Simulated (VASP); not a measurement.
# Pressure and energy of hcp hafnium within about 6 % of its equilibrium volume, r2SCAN + rVV10

A solid is usually taken to answer a small change of volume like a spring, with a pressure linear in the change and an energy that follows a parabola. We test this on hafnium with a practical brief: a hafnium foil as pressure marker in a large-volume press, its cell volume read by X-ray diffraction.

Our target is a working point between 4 and 6 GPa. There the mean lattice spacing should have shrunk by at least 1 %, and a reading error of 0.1 % in volume should cost no more than 0.2 GPa. The calculation gives the pressure from the stress tensor, positive in compression, and the energy per atom above the lowest point of the series. Volume changes are counted from the fitted equilibrium volume, 22.11 Å³ per atom.

## Set-up

A cell from a diffraction database, relaxed at this level and then scaled evenly, fractional positions kept. VASP 6.6.1, plane waves with PAW, r2SCAN + rVV10, cutoff 400 eV, k mesh 8×8×5, no spin polarisation, no spin-orbit coupling, static lattice. A Birch-Murnaghan fit to the energies has its minimum at 22.11 Å³ per atom.

Notes on method and selection:

- The pressure is that of a finite plane-wave basis, so it need not vanish exactly at the minimum of the energy.
- Only series whose fit has its minimum inside the range and an error under 0.5 meV per atom are shown.
- Where rows or columns differ in functional or spin-orbit coupling, non-spherical gradient terms in the PAW spheres (LASPH) may be on in some and off in others.
- Runs that did not converge, have known faults or may not be shown are not listed, and runs on Ansatz's PAW sets soft_1 and soft_2 are kept to separate tables.

Columns:

- volume change (%): volume relative to the fitted equilibrium volume.
- pressure (GPa): pressure from the stress tensor (positive: compressed).
- energy (meV/atom): energy per atom above the lowest point of the series.

Input lines of one member:

```
PREC = Accurate
ENCUT = 400
EDIFF = 1E-06
NELM = 100
ISMEAR = 1
SIGMA = 0.2
LREAL = .FALSE.
ALGO = Normal
METAGGA = R2SCAN
LUSE_VDW = .TRUE.
IVDW_NL = 2
BPARAM = 11.95
CPARAM = 0.0093
LASPH = .TRUE.
NBANDS = 16
```

Command (options for logging and memory left out): `mpirun -np 2 vasp_std`

## Results

| member | volume change (%) | pressure (GPa) | energy (meV/atom) |
| --- | --- | --- | --- |
| 20.75 Å³ | −6.14 | 8.03 | 33.6 |
| 21.20 Å³ | −4.15 | 5.14 | 14.9 |
| 21.64 Å³ | −2.15 | 2.47 | 3.9 |
| 22.08 Å³ | −0.15 | 0.00 | 0.0 |
| 22.52 Å³ | 1.84 | −2.27 | 2.7 |
| 22.96 Å³ | 3.84 | −4.34 | 11.5 |
| 23.40 Å³ | 5.84 | −6.24 | 25.9 |

Least-squares fits to the whole series, with x = volume change (%); R² and errors in the fitted variable (y, or ln y where the fit is in ln y):

| y | members | fit | R² | rms residual | leave-one-out rms | the same for the mean of the others |
| --- | --- | --- | --- | --- | --- | --- |
| pressure (GPa) | 7 | y = −0.1820 − 1.182 x + 0.02504 x² | 1.00 | 0.0092 | 0.025 | 5.6 |
| energy (meV/atom) | 7 | y = −0.07548 − 0.3045 x + 0.8292 x² | 1.00 | 0.49 | 1.3 | 14 |

## Interpretation

The pressure falls at every step of expansion, from 8.03 GPa at 20.75 Å³ to −6.24 GPa at 23.40 Å³, but not along a straight line. The two rows on either side of 22.08 Å³ give a central slope of (2.47 + 2.27) / (2.15 + 1.84) = 1.19 GPa per % of volume, which corresponds to a bulk modulus $B = -V\,dP/dV$ of about 1.19 × 100 = 119 GPa.

A spring with this slope, drawn through the 22.08 Å³ row, misses the neighbouring rows by about 4 %. The compressed end of the series lies 6.14 − 0.15 = 5.99 % from that row and the expanded end 5.84 + 0.15 = 5.99 %. There the spring gives a magnitude of 1.19 × 5.99 = 7.13 GPa. That is 8.03 − 7.13 = 0.90 GPa too little in compression and 7.13 − 6.24 = 0.89 GPa too much in tension. Its rms miss over the seven rows is 0.53 GPa, against 5.6 GPa for the mean of the others.

The curvature is a stiffening under compression. Between the two smallest cells the slope is (8.03 − 5.14) / (6.14 − 4.15) = 1.45 GPa per %, and between the two largest it is (6.24 − 4.34) / (5.84 − 3.84) = 0.95 GPa per %. General theory gives the reason: as the atoms approach, the kinetic energy of the electrons and the overlap repulsion of the filled shells rise faster than the bonding energy of the valence band.

The energy shows the same asymmetry. The parabola is $E = \tfrac12 B V_0 (x/100)^2$, with $x$ the volume change in % and 1 GPa Å³ = 6.24 meV. At 20.75 Å³ it gives 0.5 × 119 × 22.11 × (6.14 / 100)² × 6.24 = 30.9 meV per atom, where the calculation has 33.6. At 23.40 Å³ it gives 0.5 × 119 × 22.11 × (5.84 / 100)² × 6.24 = 28.0 meV per atom, where the calculation has 25.9.

## Residuals

Largest departures from the fit to the whole series:

| member | pressure (GPa) | fit | computed − fit | in rms residuals |
| --- | --- | --- | --- | --- |
| 21.20 Å³ | 5.14 | 5.15 | −0.01 | 1.6 |
| 22.96 Å³ | −4.34 | −4.35 | +0.01 | 1.3 |
| 20.75 Å³ | 8.03 | 8.02 | +0.01 | 1.1 |
| 23.40 Å³ | −6.24 | −6.23 | −0.01 | 1.0 |

No row stands apart in pressure: the largest departures from the quadratic fit are 0.01 GPa, the size of the printed rounding. The quadratic fit to the energy is looser, with an rms residual of 0.49 meV per atom. Its residuals change sign along the series in the pattern of a missing cubic term, so they reflect the form of the fit and not faulty points.

One small mismatch is systematic. The pressure vanishes at 22.08 Å³, where the relaxation ended, while the energy has its fitted minimum at 22.11 Å³. At that minimum the pressure fit gives −0.18 GPa. Two things feed this mismatch. One is the electronic smearing: the energy column is extrapolated to zero width, whereas the stress tensor belongs to the energy with the electronic entropy term included, at SIGMA = 0.2. Fitting that second energy instead brings the two volumes closer together without making them agree. The other is the finite plane-wave basis, which gives a mismatch of this sign because the stress is taken with a fixed set of plane waves and comes out too low. The series has no run at a higher cutoff to test that share.

The k mesh matters as much. With more k points the 22.08 Å³ cell comes out under a slight tension, comparable in size with the 0.18 GPa, so absolute pressures in the table are uncertain by about that much. A shift common to all volumes would drop out of the slopes, but only this one volume was computed with more k points, so it is not known whether the shift is common.

## Choosing a member

A press can only compress, so the three rows under tension drop out, as does the unloaded cell at 22.08 Å³. For the other three we convert the volume change $x$ (in %) into a mean change of lattice spacing, $\Delta d/d = (1 + x/100)^{1/3} - 1$, and the slope into a reading error, $\delta P = |\Delta P/\Delta x| \times 0.1$.

- **21.64 Å³:** 2.47 GPa and a contraction of about 0.7 %. It fails on both pressure and contraction.
- **21.20 Å³:** 5.14 GPa and a contraction of about 1.4 %. The slope between its neighbours is (8.03 − 2.47) / (6.14 − 2.15) = 1.39 GPa per %, so the reading error is 0.14 GPa. It meets all three demands.
- **20.75 Å³:** 8.03 GPa, a contraction of about 2.1 % and a reading error of 0.15 GPa. It fails on pressure alone.

The pick is 21.20 Å³ and the runner-up is 20.75 Å³. The marker is read as a volume ratio, so the pressure has to be zero at the volume from which the compression is counted. With 22.11 Å³ as that volume, the pick's compression of 4.15 % stands for 5.14 + 0.18 = 5.32 GPa. This is not a better pressure for a cell of 21.20 Å³ as such: if a finer k mesh acts there as it does at 22.08 Å³, it lowers that pressure by about as much as the sum adds.

Functionals of this kind often miss the bulk modulus of a transition metal by up to roughly 10 %, which would put the pressure between 0.9 × 5.32 = 4.79 GPa and 1.1 × 5.32 = 5.85 GPa. That is inside the window, but at the upper end only 6 − 5.85 = 0.15 GPa is left. A mesh error that differs between the loaded and the unloaded cell could use this up, and the series does not test for one.

Mesh error aside, the pick would fall if the stiffness of real hafnium were above 6 / 5.32 = 1.13 times the calculated one, or below 4 / 5.32 = 0.75 times. The runner-up, at 8.03 + 0.18 = 8.21 GPa counted in the same way, would enter the window only below 6 / 8.21 = 0.73 of the calculated stiffness.

The marker has to be read as a ratio to its own measured volume at zero pressure. An error of 1 % in the calculated equilibrium volume, a common size, would otherwise shift the reading by about 1.4 GPa. The volume should also come from both lattice parameters. With the axial ratio held fixed, the compressed cells carry more stress along c than in the basal plane, so under even pressure c would shrink somewhat less than a at this level.

## Summary

For volume changes of about 2 % the spring rule gives the pressure to about 4 %. Towards 6 % the stiffening has to be included, and a quadratic in the volume change then predicts left-out rows to 0.025 GPa rms. That figure measures how smooth the series is on one k mesh, not how accurate the pressures are: a finer mesh moves the pressure at 22.08 Å³ by several times as much.

The main omission is lattice vibration. At room temperature it adds roughly 3 × 26 = 78 meV per atom, more than the whole 33.6 meV spread of the energy column, though most of it is common to all volumes. Its effect on the pressure at fixed volume is positive and amounts to some tenths of a GPa, far below the spread of the pressure column. Much of that shift cancels when the loaded and unloaded volumes are measured at the same temperature.

[Logs are printed without paths, hosts, clocks, repeated set-up lines and the standing remarks that a program may print on its own settings, such as how far it seeks lower states.]
